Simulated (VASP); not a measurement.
# H2C18S in VASP: notebook

The runs below take H2C18S through single point, with PBEsol.

Program: VASP 6.6.1. These are calculated values, not measurements. Logs are shortened: lines on timing, memory, paths and dates and some standing lists are left out, and cuts for length are marked.

### Step 1. The structure

The cell holds a slab with vacuum, 21 atoms: a = 7.398 Å, b = 7.398 Å, c = 12.000 Å, α = 90.00°, β = 90.00°, γ = 120.00°.

The cell was built by a generator and needn't be a form met in nature.

### Step 2. Single point, PBEsol

INCAR reads:

```
  ALGO = Fast
  EDIFF = 1E-7
  ENCUT = 520
  GGA = PS
  ISIF = 2
  ISMEAR = 0
  LASPH = True
  LCHARG = True
  LELF = True
  LREAL = Auto
  LVHAR = True
  LWAVE = False
  NBANDS = 56
  NELM = 100
  PREC = Accurate
  SIGMA = 0.05
```

KPOINTS reads:

```
k-points
0
Gamma
  2 2 1
```

POSCAR reads:

```
H2C18S
1.0
    7.3980000000      0.0000000000      0.0000000000
   -3.6990000000      6.4068560000      0.0000000000
    0.0000000000      0.0000000000     12.0000000000
C S H
18 1 2
Direct
    0.0016056452      0.0076397846      0.0658590833
    0.2252376903      0.1206473191      0.0658091667
    0.0016244147      0.3410471532      0.0657180000
    0.2252495783      0.4539892890      0.0657643333
    0.0016061256      0.6743260657      0.0657044167
    0.2252006500      0.7872769421      0.0657879167
    0.3349656728      0.0076901994      0.0657384167
    0.5585925101      0.1206875884      0.0655046667
    0.3350053882      0.3410399734      0.0656993333
    0.5585912030      0.4539869477      0.0655276667
    0.3349611118      0.6743385523      0.0657560000
    0.5585903585      0.7872861510      0.0657007500
    0.6682856402      0.0076631971      0.0656233333
    0.8918886554      0.1206167268      0.0657667500
    0.6682954027      0.3410501188      0.0653700833
    0.8918862398      0.4539974053      0.0655180000
    0.6682942789      0.6743249731      0.0656837500
    0.8918689704      0.7872642994      0.0657795833
    0.7120818676      0.2754224537      0.3823248333
    0.5434040855      0.1253237157      0.3277132500
    0.8410054460      0.2305442794      0.3234834167
```

Potentials or basis: VASP PAW PBE potentials, release 64 (C, S, H).

On the command line:

```bash
$ cat potpaw_PBE.64/C/POTCAR potpaw_PBE.64/S/POTCAR potpaw_PBE.64/H/POTCAR > POTCAR
$ mpirun -np 1 vasp_std > vasp.out
```

OUTCAR:

```text
EDIFF = 1E-7
   ENCUT = 520
   GGA = PS
   ISIF = 2
   ISMEAR = 0
   LASPH = True
   LREAL = Auto
   NELM = 100
   PREC = Accurate

 ion  position               nearest neighbor table
   1  0.002  0.008  0.066-  18 1.41  14 1.43   2 1.43
   2  0.225  0.121  0.066-   9 1.41   7 1.43   1 1.43
   3  0.002  0.341  0.066-  14 1.41  16 1.43   4 1.43
   4  0.225  0.454  0.066-  11 1.41   9 1.43   3 1.43
   5  0.002  0.674  0.066-  16 1.41  18 1.43   6 1.43
   6  0.225  0.787  0.066-   7 1.41  11 1.43   5 1.43
[... 10 lines left out ...]
  17  0.668  0.674  0.066-  10 1.41  12 1.43  18 1.43
  18  0.892  0.787  0.066-   1 1.41   5 1.43  17 1.43
  19  0.712  0.275  0.382-  20 1.35  21 1.35
  20  0.543  0.125  0.328-  19 1.35
  21  0.841  0.231  0.323-  19 1.35

  LATTYP: Found a hexagonal cell.
 ALAT       =     7.3980000000
 C/A-ratio  =     1.6220600162

  Lattice vectors:

 A1 = (   7.3980000000,   0.0000000000,   0.0000000000)
 A2 = (  -3.6990000000,   6.4068560000,   0.0000000000)
 A3 = (   0.0000000000,   0.0000000000,  12.0000000000)

Analysis of symmetry for initial positions (statically):
=====================================================================
 Subroutine PRICEL returns:
 Original cell was already a primitive cell.

 Routine SETGRP: Setting up the symmetry group for a
 hexagonal supercell.

 Subroutine GETGRP returns: Found  1 space group operations
 (whereof  1 operations were pure point group operations)
 out of a pool of 24 trial point group operations.

The static configuration has the point symmetry C_1 .

Analysis of symmetry for dynamics (positions and initial velocities):
=====================================================================
 Subroutine PRICEL returns:
 Original cell was already a primitive cell.

 Routine SETGRP: Setting up the symmetry group for a
 hexagonal supercell.

 Subroutine GETGRP returns: Found  1 space group operations
 (whereof  1 operations were pure point group operations)
 out of a pool of 24 trial point group operations.

The dynamic configuration has the point symmetry C_1 .

 Subroutine INISYM returns: Found  1 space group operations
 (whereof  1 operations are pure point group operations),
 and found     1 'primitive' translations

----------------------------------------------------------------------------------------

                                     Primitive cell

  volume of cell :     568.7750

  direct lattice vectors                    reciprocal lattice vectors
     7.398000000  0.000000000  0.000000000     0.135171668  0.078041398  0.000000000
    -3.699000000  6.406856000  0.000000000     0.000000000  0.156082796  0.000000000
     0.000000000  0.000000000 12.000000000     0.000000000  0.000000000  0.083333333

  length of vectors
     7.398000000  7.398000054 12.000000000     0.156082797  0.156082796  0.083333333

  position of ions in fractional coordinates (direct lattice)
     0.001605645  0.007639785  0.065859083
     0.225237690  0.120647319  0.065809167
     0.001624415  0.341047153  0.065718000
     0.225249578  0.453989289  0.065764333
     0.001606126  0.674326066  0.065704417
     0.225200650  0.787276942  0.065787917
[... 13 lines left out ...]
     0.543404086  0.125323716  0.327713250
     0.841005446  0.230544279  0.323483417

  ion indices of the primitive-cell ions
   primitive index   ion index
                 1           1
                 2           2
                 3           3
                 4           4
                 5           5
                 6           6
[... 13 lines left out ...]
                20          20
                21          21

----------------------------------------------------------------------------------------

 KPOINTS: k-points

Automatic generation of k-mesh.
 Grid dimensions read from file:
 generate k-points for:    2    2    1

 Generating k-lattice:

  Cartesian coordinates                     Fractional coordinates (reciprocal lattice)
     0.067585834  0.039020699  0.000000000     0.500000000  0.000000000  0.000000000
     0.000000000  0.078041398  0.000000000     0.000000000  0.500000000  0.000000000
     0.000000000  0.000000000  0.083333333     0.000000000  0.000000000  1.000000000

  Length of vectors
     0.078041399  0.078041398  0.083333333

  Shift w.r.t. Gamma in fractional coordinates (k-lattice)
     0.000000000  0.000000000  0.000000000

 Subroutine IBZKPT returns following result:
 ===========================================

 Found      4 irreducible k-points:

 Following reciprocal coordinates:
            Coordinates               Weight
  0.000000  0.000000  0.000000      1.000000
  0.500000  0.000000  0.000000      1.000000
  0.000000  0.500000  0.000000      1.000000
  0.500000  0.500000  0.000000      1.000000
   k-points           NKPTS =      4   k-points in BZ     NKDIM =      4   number of bands    NBANDS=     56
   number of dos      NEDOS =    301   number of ions     NIONS =     21
   total plane-waves  NPLWV = 282240
   dimension x,y,z NGX =    56 NGY =   56 NGZ =   90
   dimension x,y,z NGXF=   112 NGYF=  112 NGZF=  180
   ions per type =              18   1   2
   NGX,Y,Z   is equivalent  to a cutoff of  12.58, 12.58, 12.47 a.u.
   NGXF,Y,Z  is equivalent  to a cutoff of  25.17, 25.17, 24.94 a.u.
 SYSTEM =  unknown system
   PREC   = accura    normal or accurate (medium, high low for compatibility)
   ISTART =      0    job   : 0-new  1-cont  2-samecut
   ICHARG =      2    charge: 1-file 2-atom 10-const
   ISPIN  =      1    spin polarized calculation?
   LNONCOLLINEAR =      F non collinear calculations
   LSORBIT =      F    spin-orbit coupling
   LASPH  =      T    aspherical Exc in radial PAW
   ENCUT  =  520.0 eV  38.22 Ry    6.18 a.u.  13.76 13.76 22.31*2*pi/ulx,y,z
   NELM   =    100;   NELMIN=  2; NELMDL= -5     # of ELM steps
   EDIFF  = 0.1E-06   stopping-criterion for ELM
   LREAL  =      T    real-space projection
   EDIFFG = 0.1E-05   stopping-criterion for IOM
   NSW    =      0    number of steps for IOM
   IBRION =     -1    ionic relax: 0-MD 1-quasi-New 2-CG
   NFREE  =      0    steps in history (QN), initial steepest desc. (CG)
   ISIF   =      2    stress and relaxation
   ISYM   =      2    0-nonsym 1-usesym 2-fastsym
   POTIM  = 0.5000    time-step for ionic-motion
   TEBEG  =    0.0;   TEEND  =   0.0 temperature during run
   PSTRESS=    0.0 pullay stress
   NELECT =      80.0000    total number of electrons
   NUPDOWN=      -1.0000    fix difference up-down
   EMIN   =  10.00;   EMAX   =-10.00  energy-range for DOS
   EFERMI =   0.00;   METHOD = LEGACY
   ISMEAR =     0;   SIGMA  =   0.05  broadening in eV -4-tet -1-fermi 0-gaus
   EFERMI_NEDOS =   21; number of points for ismear=-14 and -15
   IALGO  =     68    algorithm
   IMIX   =      4    mixing-type and parameters
     AMIX     =   0.40;   BMIX     =  1.00
     AMIX_MAG =   1.60;   BMIX_MAG =  1.00
  volume/ion in A,a.u.               =      27.08       182.78
  Fermi-wavevector in a.u.,A,eV,Ry     =   0.851382  1.608879  9.862209  0.724852
  Thomas-Fermi vector in A             =   1.967507
   LORBIT       =      0    0 simple, 1 ext, 2 COOP (PROOUT), +10 PAW based schemes
   GGA     = PS    functional components
   LHFCALC =     F    Hartree Fock is set to
   AEXX    =    0.0000 exact exchange contribution
   IVDW    =     0    specifies the selected vdW correction
   LEPSILON=     F    determine dielectric tensor
   LRPA    =     F    only Hartree local field effects (RPA)
 non-spin polarized calculation
 RMM-DIIS sequential band-by-band and
 Gauss-broadening in eV      SIGMA  =   0.05
  energy-cutoff  :      520.00
  volume of cell :      568.78
 maximum number of plane-waves:     15363
 NGX is ok and might be reduce to    56
   NGX = 27   NGY = 27   NGZ = 45

 number of electron      80.0000000 magnetization

 Free energy of the ion-electron system (eV)
  ---------------------------------------------------
  ext. energy  EPLUGINS =         0.00000000
  ---------------------------------------------------
  free energy    TOTEN  =      -184.29785134 eV

  energy without entropy =     -184.29501941  energy(sigma->0) =     -184.29643537

 E-fermi :  -1.5163     XC(G=0):  -4.3876

 val. band max:       -1.5895106175   @ k =   0.0000   0.0000   0.0000
 cond. band min:      -1.4436839802   @ k =   0.0000   0.0000   0.0000
 fundamental gap:      0.1458266373
 Fermi energy:        -1.5163307889

 k-point     1 :       0.0000    0.0000    0.0000
  band No.  band energies     occupation
      1     -20.9986      2.00000
      2     -18.4199      2.00000
      3     -18.4177      2.00000
      4     -18.4150      2.00000
      5     -18.4097      2.00000
      6     -18.4040      2.00000
[... 44 lines left out ...]
     51       3.4417      0.00000
     52       6.1144      0.00000

 k-point     2 :       0.5000    0.0000    0.0000
  band No.  band energies     occupation
      1     -20.3453      2.00000
      2     -20.3407      2.00000
      3     -19.0528      2.00000
      4     -19.0517      2.00000
      5     -16.5615      2.00000
      6     -16.5598      2.00000
[... 44 lines left out ...]
     51       3.7947      0.00000
     52       4.8313      0.00000

 k-point     3 :       0.0000    0.5000    0.0000
  band No.  band energies     occupation
      1     -20.3502      2.00000
      2     -20.3394      2.00000
      3     -19.0484      2.00000
      4     -19.0460      2.00000
      5     -16.5632      2.00000
      6     -16.5625      2.00000
[... 44 lines left out ...]
     51       4.0731      0.00000
     52       4.9195      0.00000

 k-point     4 :       0.5000    0.5000    0.0000
  band No.  band energies     occupation
      1     -20.3480      2.00000
      2     -20.3390      2.00000
      3     -19.0512      2.00000
      4     -19.0504      2.00000
      5     -16.5628      2.00000
      6     -16.5614      2.00000
[... 44 lines left out ...]
     51       4.1880      0.00000
     52       4.2241      0.00000
 [bands above 52 left out]

------------------------ aborting loop because EDIFF is reached ----------------------------------------

  FORCE on cell =-STRESS in cart. coord.  units (eV):
  Direction    XX          YY          ZZ          XY          YZ          ZX
  --------------------------------------------------------------------------------------
  -------------------------------------------------------------------------------------
  Total        2.2503415     -6.4631293     -0.1793250      1.2569382     -0.0419387      0.0247887
  in kB        6.3389667    -18.2059309     -0.5051391      3.5406580     -0.1181367      0.0698272
  external PRESSURE =      -4.1240344 kB  Pullay stress =       0.0000000 kB

 VOLUME and BASIS-vectors are now :
 -----------------------------------------------------------------------------
  energy-cutoff  :      520.00
  volume of cell :      568.78
      direct lattice vectors                 reciprocal lattice vectors
     7.398000000  0.000000000  0.000000000     0.135171668  0.078041398  0.000000000
    -3.699000000  6.406856000  0.000000000     0.000000000  0.156082796  0.000000000
     0.000000000  0.000000000 12.000000000     0.000000000  0.000000000  0.083333333

 POSITION                                       TOTAL-FORCE (eV/Angst)
 -----------------------------------------------------------------------------------
     -0.01638      0.04895      0.79031         0.011622     -0.015711     -0.004028
      1.22003      0.77297      0.78971        -0.002954      0.012393      0.000396
     -1.24952      2.18504      0.78862        -0.006488     -0.001878     -0.000449
     -0.01291      2.90864      0.78917         0.010216      0.001519     -0.000586
     -2.48245      4.32031      0.78845        -0.004365     -0.012009     -0.000849
     -1.24610      5.04397      0.78946         0.001512      0.014763     -0.000879
[... 13 lines left out ...]
      3.55653      0.80293      3.93256         0.022842      0.045758      0.030226
      5.36898      1.47706      3.88180        -0.046092      0.019774      0.026218
 -----------------------------------------------------------------------------------
    total drift:                                0.001390     -0.035099     -0.029299

  FREE ENERGIE OF THE ION-ELECTRON SYSTEM (eV)
  ---------------------------------------------------
  free  energy   TOTEN  =      -184.2978513350 eV

  energy  without entropy=     -184.2950194090  energy(sigma->0) =     -184.29643537
```

It took 8.1 min on 1 thread of Intel Xeon Platinum 8259CL at 2.50GHz (Skylake/Cascade Lake), shared host; peak memory 0.62 GiB.

Results:

| Property | Result |
| --- | --- |
| Free energy | -184.2979 eV |
| Largest force | 0.087 eV/Å |
| Band gap on the k mesh | 0.15 eV, direct |

Forces on the atoms (eV/Å):
```
C    0.012 -0.016 -0.004
C   -0.003  0.012  0.000
C   -0.006 -0.002  0.000
C    0.010  0.002 -0.001
C   -0.004 -0.012 -0.001
C    0.002  0.015 -0.001
C    0.000 -0.011  0.003
C    0.001  0.015 -0.006
C   -0.001 -0.008  0.001
C    0.006  0.004  0.002
C   -0.002 -0.008 -0.006
C   -0.001  0.005  0.003
C   -0.013 -0.004  0.003
C   -0.003  0.009  0.007
C    0.006 -0.002  0.003
C   -0.008  0.006 -0.002
C    0.002 -0.016  0.004
C    0.004  0.007 -0.005
S    0.024 -0.062 -0.056
H    0.023  0.046  0.030
H   -0.046  0.020  0.026
```

Caveat: the k mesh is coarse (spacing up to 0.49 Å⁻¹), so the values aren't converged; the PAW data sets were made with another functional, which shifts forces and pressure a little. As with any semilocal functional, this PBEsol gap is likely too small.

### Step 3. Single point, PBEsol

INCAR reads:

```
SYSTEM = H2C18S
PREC = Accurate
ENCUT = 520
EDIFF = 1E-7
ISMEAR = 0
SIGMA = 0.05
LREAL = Auto
LASPH = .True.
NELM = 100
ALGO = Fast
ISIF = 2
LWAVE = .False.
LCHARG = .True.
GGA = PS
LELF = .True.
LVHAR = .True.
NBANDS = 56
```

KPOINTS reads:

```
Automatic mesh
0
Gamma
  2 2 1
  0 0 0
```

POSCAR reads:

```
H2C18S
1.0
    7.3980000000      0.0000000000      0.0000000000
   -3.6990000000      6.4068560000      0.0000000000
    0.0000000000      0.0000000000     12.0000000000
C S H
18 1 2
Direct
    0.0015976958      0.0076109093      0.0658974167
    0.2252272164      0.1206382663      0.0658254167
    0.0016295975      0.3410599520      0.0657439167
    0.2252689250      0.4540077067      0.0657605833
    0.0016087570      0.6743421422      0.0656400833
    0.2251918552      0.7872677332      0.0657754167
    0.3349480710      0.0076806783      0.0657576667
    0.5585927666      0.1206924270      0.0655229167
    0.3350186604      0.3410524601      0.0656806667
    0.5585917665      0.4540064581      0.0654501667
    0.3349654414      0.6743355868      0.0657554167
    0.5585897517      0.7872619581      0.0657600833
    0.6682826421      0.0076396285      0.0657405000
    0.8918868376      0.1205936266      0.0658752500
    0.6682944110      0.3410676001      0.0652718333
    0.8918939786      0.4540191008      0.0654414167
    0.6682980765      0.6743312164      0.0656648333
    0.8918629714      0.7872655480      0.0657477500
    0.7120818936      0.3587558391      0.3823248333
    0.5434041115      0.2086571011      0.3277132500
    0.8410054720      0.3138776648      0.3234834167
```

Potentials or basis: VASP PAW PBE potentials, release 64 (C, S, H).

On the command line:

```bash
$ cat potpaw_PBE.64/C/POTCAR potpaw_PBE.64/S/POTCAR potpaw_PBE.64/H/POTCAR > POTCAR
$ mpirun -np 1 vasp_std > vasp.out
```

It took 4.9 min on 1 thread of Intel Xeon Platinum 8259CL at 2.50GHz (Skylake/Cascade Lake), shared host; peak memory 0.62 GiB.

The run converged. Its results:

```
Free energy            : -184.2969 eV
Largest force          : 0.087 eV/Å
Band gap on the k mesh : 0.15 eV, direct
```

Forces on the atoms (eV/Å):
```
C    0.003 -0.009 -0.003
C    0.002  0.010  0.000
C   -0.005 -0.012 -0.004
C    0.008  0.002  0.001
C   -0.006 -0.005  0.001
C    0.004  0.017 -0.001
C   -0.004 -0.010  0.002
C    0.004  0.011  0.000
C   -0.002 -0.009  0.000
C    0.005  0.006  0.003
C   -0.003 -0.006 -0.005
C    0.001  0.012  0.001
C   -0.009 -0.005  0.001
C   -0.002  0.007 -0.002
C    0.001 -0.008  0.006
C   -0.001  0.003 -0.001
C   -0.001 -0.014  0.003
C    0.003  0.006 -0.003
S    0.024 -0.059 -0.059
H    0.024  0.044  0.029
H   -0.047  0.020  0.032
```

Levels at points of the mesh, in eV from the valence-band top:
```
           k point  band 38  band 39  band 40  band 41  band 42  band 43
(0.00, 0.00, 0.00)    -1.76    -0.01     0.00     0.15     0.15     3.00
(0.50, 0.00, 0.00)    -2.55    -2.35    -1.75     1.81     2.51     2.52
(0.00, 0.50, 0.00)    -2.58    -2.22    -1.75     1.60     2.57     2.58
(0.50, 0.50, 0.00)    -2.55    -2.31    -1.75     1.75     2.50     2.50
```

Caveat: the k mesh is coarse (spacing up to 0.49 Å⁻¹), so the values aren't converged; the PAW data sets were made with another functional, which shifts forces and pressure a little.

(Continued in part 2 of 2.)
